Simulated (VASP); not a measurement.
Consider the following.

```
MoS2
1.0
    1.56783    -2.71555     0.00000
    1.56783     2.71555     0.00000
    0.00000     0.00000    12.18320
Mo S
2 4
Direct
  0.33333   0.66667   0.25000
  0.66667   0.33333   0.75000
  0.33333   0.66667   0.87746
  0.66667   0.33333   0.37746
  0.66667   0.33333   0.12254
  0.33333   0.66667   0.62254
```

All values below come from rev-vdW-DF2, VASP's PBE PAW potentials (set 64) (plane waves; VASP). Settings: 520 eV cut-off, 8×8×2 Γ-centred mesh, Gaussian smearing of 0.050 eV, potentials Mo_sv S.

Q: The ions and cell shape at fixed volume are relaxed. Which structure does the run end with?

A: 
```
MoS2
1.0
    1.57660    -2.73075     0.00000
    1.57660     2.73075     0.00000
    0.00000     0.00000    12.04800
Mo S
2 4
Direct
  0.33333   0.66667   0.25000
  0.66667   0.33333   0.75000
  0.33333   0.66667   0.88027
  0.66667   0.33333   0.38027
  0.66667   0.33333   0.11973
  0.33333   0.66667   0.61973
```
Space group P6_3/mmc (194), at a tolerance of 0.03 Å.

Q: How much energy does the relaxation gain?

A: The energy (σ→0) changes by -5.2 meV/atom, in 5 ionic steps.

The compound is MoS2 in the 2H layered structure. This cell is one point of a volume scan, at 0.97 of the reference volume. Symmetry was kept, so distortions that lower it aren't found.
